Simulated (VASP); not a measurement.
Crystal: Si3Bi2TeSe2.

```
CELL_PARAMETERS angstrom
4.10000 0.00000 0.00000
-2.05000 3.55070 0.00000
0.00000 0.00000 13.00000
ATOMIC_POSITIONS crystal
Si 0.66667 0.33333 0.60000
Si 0.00000 0.00000 0.50000
Si 0.33333 0.66667 0.40000
Bi 0.33333 0.66667 0.15500
Bi 0.66667 0.33333 0.84500
Te 0.00000 0.00000 0.00000
Se 0.66667 0.33333 0.28000
Se 0.33333 0.66667 0.72000
```

The cell was built by a generator and needn't be a form met in nature.

| Quantity | Value |
| --- | --- |
| Program | VASP 6.6.1 |
| Task | relaxation of cell and atoms |
| Functional | PBE |
| Potentials or basis | VASP PAW PBE potentials, release 64 (Si, Bi_d, Te, Se) |
| Cutoff | 520 eV |
| k mesh | 4 × 4 × 1 |
| Occupations | gaussian, width 0.15 eV |
| Spin | no spin polarisation |

At the start: pressure 5.3 GPa; volume 23.66 Å³/atom.

Problem. Where does the relaxation end?

Solution. Over 20 steps the energy falls by 221.2 meV/atom and the volume is 26.66 Å³/atom (+12.7 %); space group P-3m1 (No. 164, to 0.05 Å).

The path:
```tsv
step	energy change (eV)	largest force (eV/Å)	pressure (GPa)	volume (Å³)
1	0.0000	2.3705	5.31	189.25
2	-0.7242	1.6109	-2.41	211.45
3	-0.7295	1.5581	-2.60	213.36
4	-1.2221	1.0225	-1.83	208.43
5	-1.5314	0.7149	0.02	202.81
6	-1.0649	1.2639	6.70	191.20
7	-1.5921	0.5221	1.14	200.49
8	-1.5946	0.4030	1.46	199.66
9	-1.6709	0.4278	0.07	206.56
10	-1.6713	0.4463	0.03	207.09
11	-1.7081	0.2774	-0.04	208.54
12	-1.7142	0.3312	0.01	209.90
13	-1.7151	0.2217	-0.04	209.56
14	-1.7281	0.1711	0.14	209.56
15	-1.7496	0.0621	0.33	209.56
16	-1.7585	0.1482	-0.29	213.01
17	-1.7586	0.1471	-0.36	213.03
18	-1.7638	0.1278	-0.24	213.41
19	-1.7670	0.0998	-0.13	213.94
20	-1.7695	0.0572	0.11	213.28
```

Final structure:
```
Si Bi Te Se
1.0
     4.08193    0.00000    0.00000
    -2.04096    3.53505    0.00000
     0.00000    0.00000   14.78053
Si Bi Te Se
3 2 1 2
Direct
  0.66667 0.33333 0.56012
  0.00000 0.00000 0.50000
  0.33333 0.66667 0.43988
  0.33333 0.66667 0.15004
  0.66667 0.33333 0.84996
  0.00000 0.00000 0.00000
  0.66667 0.33333 0.26167
  0.33333 0.66667 0.73833
```

Caveat: the k mesh is coarse (spacing up to 0.48 Å⁻¹), so the values aren't converged; the relaxation stopped at a loose force limit of 0.08 eV/Å, so its end isn't a converged minimum.
